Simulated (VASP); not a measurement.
```xyz
2
Lattice="0.0000 2.9682 2.9682 2.9682 0.0000 2.9682 2.9682 2.9682 0.0000" Properties=species:S:1:pos:R:3 pbc="T T T"
Cd     0.0000     0.0000     0.0000
S      1.4841     1.4841     1.4841
```

All values below come from PBE GGA, VASP's PBE PAW potentials (set 64) (plane waves; VASP 6.6.1). Run with 150 eV cut-off, 7×7×7 Γ-centred mesh, Gaussian smearing of 0.050 eV, potentials Cd S.

At this cut-off the stress carries a Pulay error, which pulls relaxed volumes low.

Task: Give the stress tensor in GPa (positive for a compressed cell).

Result: 
```
-257.72     0.00     0.00
   0.00  -257.72     0.00
   0.00     0.00  -257.72
```
The pressure is its mean diagonal, -257.72 GPa.

The compound is CdS in the zinc blende structure, a metastable form; wurtzite is the usual one. The cell was not relaxed at this level. The run is one of a series of settings (ENCUT = 150 against the base run), some of them coarse on purpose.
